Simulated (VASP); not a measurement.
Output of a VASP run:

OSZICAR:
```
       N       E                     dE             d eps       ncg     rms          rms(c)
DAV:   1     0.173115902429E+03    0.17312E+03   -0.12259E+04  2000   0.129E+03
DAV:   2    -0.188007510638E+02   -0.19192E+03   -0.18112E+03  2000   0.283E+02
DAV:   3    -0.271780058098E+02   -0.83773E+01   -0.80337E+01  2402   0.764E+01
DAV:   4    -0.273129769771E+02   -0.13497E+00   -0.13478E+00  2181   0.892E+00
DAV:   5    -0.273178166305E+02   -0.48397E-02   -0.48395E-02  2849   0.146E+00    0.183E+01
DAV:   6    -0.279571188615E+02   -0.63930E+00   -0.32199E+01  2227   0.835E+01    0.143E+01
DAV:   7    -0.256178821346E+02    0.23392E+01   -0.79522E+00  2323   0.492E+01    0.638E+00
DAV:   8    -0.260697561331E+02   -0.45187E+00   -0.27886E+00  2443   0.321E+01    0.148E+01
DAV:   9    -0.255408417396E+02    0.52891E+00   -0.40115E+00  2404   0.216E+01    0.278E+00
DAV:  10    -0.255401355669E+02    0.70617E-03   -0.74829E-02  2259   0.333E+00    0.123E+00
DAV:  11    -0.255334816709E+02    0.66539E-02   -0.97451E-03  2732   0.166E+00    0.456E-01
DAV:  12    -0.255329715802E+02    0.51009E-03   -0.26848E-03  2921   0.611E-01    0.139E-01
DAV:  13    -0.255330198609E+02   -0.48281E-04   -0.41388E-04  2137   0.229E-01    0.553E-02
DAV:  14    -0.255330175228E+02    0.23382E-05   -0.20482E-05  2587   0.619E-02    0.253E-02
DAV:  15    -0.255330121204E+02    0.54024E-05   -0.50255E-06  2220   0.332E-02    0.740E-03
DAV:  16    -0.255330117351E+02    0.38527E-06   -0.13749E-06  1103   0.149E-02
   1 F= -.25533012E+02 E0= -.25530768E+02  d E =-.448803E-02  mag=     4.3756
```

**OUTCAR**
```
------------------------ aborting loop because EDIFF is reached ----------------------------------------
  FORCE on cell =-STRESS in cart. coord.  units (eV):
  Direction    XX          YY          ZZ          XY          YZ          ZX
  --------------------------------------------------------------------------------------
  Total       -2.4298440     -2.4298440     -2.4298440      0.0000000     -0.0000000     -0.0000000
  in kB      -78.6767973    -78.6767973    -78.6767973      0.0000000     -0.0000000     -0.0000000
  external PRESSURE =     -78.6767973 kB  Pullay stress =       0.0000000 kB
  volume of cell :       49.48
      direct lattice vectors                 reciprocal lattice vectors
     0.000000000  2.913874000  2.913874000    -0.171592869  0.171592869  0.171592869
     2.913874000  0.000000000  2.913874000     0.171592869 -0.171592869  0.171592869
     2.913874000  2.913874000  0.000000000     0.171592869  0.171592869 -0.171592869
 POSITION                                       TOTAL-FORCE (eV/Angst)
 -----------------------------------------------------------------------------------
      0.00000      0.00000      0.00000        -0.000000      0.000000     -0.000000
      2.91387      2.91387      2.91387        -0.000000      0.000000      0.000000
      1.45694      1.45694      1.45694        -0.000000     -0.000000     -0.000000
      4.37081      4.37081      4.37081         0.000000      0.000000      0.000000
 -----------------------------------------------------------------------------------
    total drift:                                0.000000      0.000000      0.000000
  FREE ENERGIE OF THE ION-ELECTRON SYSTEM (eV)
  ---------------------------------------------------
  free  energy   TOTEN  =       -25.5330117351 eV

  energy  without entropy=      -25.5285237030  energy(sigma->0) =      -25.53076772

 total charge

# of ion       s       p       d       tot
------------------------------------------
    1        1.212   1.402   0.113   2.727
    2        0.408   0.404   7.320   8.133
    3        0.394   0.434   7.359   8.187
    4        0.394   0.434   7.359   8.187
--------------------------------------------------
tot          2.409   2.674  22.151  27.234

 magnetization (x)

# of ion       s       p       d       tot
------------------------------------------
    1        0.018   0.020  -0.012   0.025
    2       -0.004  -0.010   1.580   1.567
    3        0.006  -0.010   1.428   1.425
    4        0.006  -0.010   1.428   1.425
--------------------------------------------------
tot          0.026  -0.009   4.425   4.442
```
(Selected blocks of OUTCAR.)

### POSCAR
```
Co3As
1
    0.0000000000     2.9138740000     2.9138740000
    2.9138740000     0.0000000000     2.9138740000
    2.9138740000     2.9138740000     0.0000000000
As Co
1 3
Direct
  0.0000000000   0.0000000000   0.0000000000
  0.5000000000   0.5000000000   0.5000000000
  0.2500000000   0.2500000000   0.2500000000
  0.7500000000   0.7500000000   0.7500000000
```

### Question
Reconstruct the remaining input files.

### Answer
One answer among several that fit: the input of the run itself, PBE GGA, plane waves, VASP's PBE PAW potentials (set 64).

**INCAR**
```
LCHARG  =  F
ISPIN  =  2   # spin-polarised
PREC  =  Accurate
SYSTEM  =  Co3As
GGA  =  PE   # PBE
ENCUT  =  400   # plane-wave cut-off (eV)
NELM  =  100   # most electronic steps
LORBIT  =  10
ISMEAR  =  0   # Gaussian
SIGMA  =  0.05   # width (eV)
LASPH  =  T   # aspherical one-centre terms
LMAXMIX  =  4   # l cut-off of mixed one-centre charges
MAGMOM  =  0.0 3.0 3.0 3.0
ISIF  =  2   # forces and stress, cell fixed
EDIFF  =  1E-6   # SCF stop (eV)
LWAVE  =  F
LREAL  =  F
ALGO  =  Normal   # blocked Davidson
```

KPOINTS:
```
kpoints
0
gamma
 7 7 7
```

POTCAR, in this order: As Co (PBE.64 set). Program: vasp_std.

The structure was generated: Co3As was put into the D03 type (Fm-3m), which need not be its known phase. The cell was not relaxed at this level. The run is one of a series of settings (KPOINTS 7×7×7 Γ-centred mesh against the base run), some of them coarse on purpose.
